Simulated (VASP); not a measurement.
## CuWO4: structure and properties in VASP

Wanted: the relaxed cell of CuWO4 and its properties. The steps: first try, relaxing cell and atoms (PBEsol), density, ELF and potential (PBEsol), band structure (PBEsol), total and projected DOS (PBEsol), volume scan with PBEsol, fit for PBEsol, optical spectrum (PBEsol) and ionic relaxation at fixed cell (PBEsol), changed input. The start is a cell from a database of measured crystal structures.

Method: PBEsol, no spin polarisation; plane waves and PAW (Cu, W, O), in VASP 6.6.1.

## 1. The structure

The cell holds 12 atoms: 2 Cu, 2 W and 8 O. Cell: a = 4.696 Å, b = 4.874 Å, c = 5.829 Å, α = 88.4°, β = 82.8°, γ = 87.6°.

## 2. First try

This run is made with a changed input; what comes of it follows.

INCAR reads:

```
SYSTEM = CuWO4
PREC = Accurate
ENCUT = 520
EDIFF = 1E-06
NELM = 60
ISMEAR = -1
SIGMA = 3
LREAL = .FALSE.
ALGO = Normal
GGA = PS
NBANDS = 53
LASPH = .TRUE.
LORBIT = 11
LWAVE = .FALSE.
LCHARG = .FALSE.
KPAR = 8
IBRION = 2
NSW = 30
ISIF = 3
EDIFFG = -0.01
```

POSCAR reads:

```
CuWO4
1.0
    4.6964000000      0.0000000000      0.0000000000
    0.2074845662      4.8691813598      0.0000000000
    0.7315390857      0.1347758051      5.7810405412
Cu W O
2 2 8
Direct
    0.4962000000      0.7638000000      0.6621000000
    0.5038000000      0.2362000000      0.3379000000
    0.0166000000      0.7330000000      0.1745000000
    0.9834000000      0.2670000000      0.8255000000
    0.2481000000      0.5829000000      0.3556000000
    0.7519000000      0.4171000000      0.6444000000
    0.2243000000      0.5676000000      0.8769000000
    0.7757000000      0.4324000000      0.1231000000
    0.7293000000      0.9044000000      0.3859000000
    0.2707000000      0.0956000000      0.6141000000
    0.7845000000      0.9488000000      0.9036000000
    0.2155000000      0.0512000000      0.0964000000
```

KPOINTS reads:

```
Automatic mesh
0
Gamma
4 4 4
0 0 0
```

PAW data sets: Cu, W and O (PBE family, release 64).

Launch:

```
mpirun -np 8 vasp_std
```

What it wrote:

```text
[banner, memory and clock lines left out]
running    8 mpi-ranks, on    1 nodes
[...]
|                                                                             |
|           W    W    AA    RRRRR   N    N  II  N    N   GGGG   !!!           |
|           W    W   A  A   R    R  NN   N  II  NN   N  G    G  !!!           |
|           W    W  A    A  R    R  N N  N  II  N N  N  G       !!!           |
|           W WW W  AAAAAA  RRRRR   N  N N  II  N  N N  G  GGG   !            |
|           WW  WW  A    A  R   R   N   NN  II  N   NN  G    G                |
|           W    W  A    A  R    R  N    N  II  N    N   GGGG   !!!           |
|                                                                             |
|     For optimal performance we recommend to set                             |
|       NCORE = 2 up to number-of-cores-per-socket                            |
|     NCORE specifies how many cores store one orbital (NPAR=cpu/NCORE).      |
|     This setting can greatly improve the performance of VASP for DFT.       |
|     The default, NCORE=1 might be grossly inefficient on modern             |
|     multi-core architectures or massively parallel machines. Do your        |
|     Unfortunately you need to use the default for GW and RPA                |
|     calculations (for HF NCORE is supported but not extensively tested      |
|     yet).                                                                   |
|                                                                             |

|                                                                             |
|               ----> ADVICE to this user running VASP <----                  |
|                                                                             |
|     You enforced a specific xc type in the INCAR file but a different       |
|     [... a line on the potential file left out ...]
|     I HOPE YOU KNOW WHAT YOU ARE DOING!                                     |
|                                                                             |

 LDA part: xc-table for (Slater+PW92), standard interpolation
 POSCAR, INCAR and KPOINTS ok, starting setup
[...]
entering main loop
       N       E                     dE             d eps       ncg     rms          rms(c)
DAV:   1     0.100099161645E+04    0.10010E+04   -0.38006E+04  3832   0.187E+03
DAV:   2     0.186611833122E+02   -0.98233E+03   -0.91124E+03  4224   0.505E+02
DAV:   3    -0.166523441797E+03   -0.18518E+03   -0.17507E+03  4860   0.226E+02
DAV:   4    -0.181111066149E+03   -0.14588E+02   -0.14189E+02  5792   0.650E+01
[...]
DAV:  55    -0.154218627626E+03   -0.10811E-05   -0.10844E-05  1998   0.564E-04    0.582E-03
DAV:  56    -0.154218628791E+03   -0.11646E-05   -0.12004E-05  1998   0.879E-04    0.583E-03
[...]
DAV:   1    -0.142734093757E+03    0.11485E+02   -0.57259E+03  4924   0.105E+03    0.886E+01
DAV:   2    -0.215313304824E+03   -0.72579E+02   -0.21390E+03  5692   0.382E+02    0.640E+01
DAV:   3    -0.181713973424E+03    0.33599E+02   -0.25419E+02  5792   0.144E+02    0.463E+01
DAV:   4    -0.169866420505E+03    0.11848E+02   -0.13274E+02  5408   0.803E+01    0.244E+01
[...]
DAV:  27    -0.161686639596E+03   -0.22938E-04   -0.22953E-04  2138   0.207E-03    0.505E-03
DAV:  28    -0.161686661632E+03   -0.22037E-04   -0.22034E-04  2133   0.147E-03    0.550E-03
DAV:  29    -0.161686681367E+03   -0.19735E-04   -0.19742E-04  2128   0.146E-03    0.568E-03
 hard stop encountered!  aborting job ...
|                                                                             |
|           W    W    AA    RRRRR   N    N  II  N    N   GGGG   !!!           |
|           W    W   A  A   R    R  NN   N  II  NN   N  G    G  !!!           |
|           W    W  A    A  R    R  N N  N  II  N N  N  G       !!!           |
|           W WW W  AAAAAA  RRRRR   N  N N  II  N  N N  G  GGG   !            |
|           WW  WW  A    A  R   R   N   NN  II  N   NN  G    G                |
|           W    W  A    A  R    R  N    N  II  N    N   GGGG   !!!           |
|                                                                             |
|     The electronic self-consistency was not achieved in the given           |
|     number of steps (NELM). The forces and other quantities evaluated       |
|     might not be reliable so examine the results carefully. If you find     |
|     spurious results, we suggest increasing NELM, if you were close to      |
|     convergence or switching to a different ALGO or adjusting the           |
|     density mixing parameters otherwise.                                    |
|                                                                             |

 soft stop encountered!  aborting job ...
|                                                                             |
|           W    W    AA    RRRRR   N    N  II  N    N   GGGG   !!!           |
|           W    W   A  A   R    R  NN   N  II  NN   N  G    G  !!!           |
|           W    W  A    A  R    R  N N  N  II  N N  N  G       !!!           |
|           W WW W  AAAAAA  RRRRR   N  N N  II  N  N N  G  GGG   !            |
|           WW  WW  A    A  R   R   N   NN  II  N   NN  G    G                |
|           W    W  A    A  R    R  N    N  II  N    N   GGGG   !!!           |
|                                                                             |
|     Your highest band is occupied at some k-points! Unless you are          |
|     performing a calculation for an insulator or semiconductor, without     |
|     unoccupied bands, you have included TOO FEW BANDS!! Please increase     |
|     the parameter NBANDS in file INCAR to ensure that the highest band      |
|     is unoccupied at all k-points. It is always recommended to include      |
|     a few unoccupied bands to accelerate the convergence of                 |
|     molecular-dynamics runs (even for insulators or semiconductors),        |
|     since the presence of unoccupied bands improves wavefunction            |
|     prediction and helps to suppress 'band-crossings'.                      |
|                                                                             |

   2 F= -.16168668E+03 E0= -.95590264E+02  d E =-.132193E+03
 deleting file STOPCAR
```

Elapsed: 4.1 min, on 8 MPI ranks of AMD EPYC 7R43, shared host; peak memory 3.2 GiB.

Lines that name or quote the potential files are left out of all logs, and their timing lines are given in words.

The run was stopped at its time limit, by a STOPCAR file.

By then 1 ionic step had been finished.

The fault in the input: smearing far too wide (ISMEAR = -1 and SIGMA = 3.0). Lower SIGMA until the entropy term is about 1 meV an atom.

(Continued in part 2 of 7.)

[Lines on the potential files, build, host, timing and source positions are cut from VASP's logs without a mark.]

[Logs are printed without paths, hosts, clocks, repeated set-up lines and the standing remarks that a program may print on its own settings, such as how far it seeks lower states.]

[Hosts, paths, dates, database ids (printed as entryN), source tags and the programs' standing remarks are cut or masked in the printed files.]

[A measured line is paired with the nearest computed mode of its activity, which favours agreement.]
